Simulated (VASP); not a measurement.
Data:

```
NiSb
1.0
    1.90642    -3.30202     0.00000
    1.90642     3.30202     0.00000
    0.00000     0.00000     4.94417
Ni Sb
2 2
Direct
  0.00000   0.00000   0.50000
  0.00000   0.00000   0.00000
  0.33333   0.66667   0.25000
  0.66667   0.33333   0.75000
```

The numbers are results of r2SCAN meta-GGA, VASP's PBE PAW potentials (set 64) (plane waves; VASP), not measurements. Run with 480 eV cut-off, 8×8×6 Γ-centred mesh, first-order Methfessel-Paxton smearing of 0.10 eV, potentials Ni Sb.

Unless said otherwise, spin-orbit coupling is left out, though it shifts the bands of the heavy elements here.

Q: Estimate the energy per atom (σ→0), pressure, band gap (on the k-mesh) with the smallest direct gap where there is one.

A: 
```yaml
band gap (on the k-mesh): none (metal, semimetal or under 0.01 eV)
energy per atom (σ→0): -19.023 eV/atom
pressure: 15.00 GPa
```

The absolute energy has meaning only against runs of the same code, potentials and settings.

The compound is NiSb in the NiAs type structure. It was relaxed first under an external pressure of 15 GPa. The run is not spin-polarised, so no magnetic state was tried.
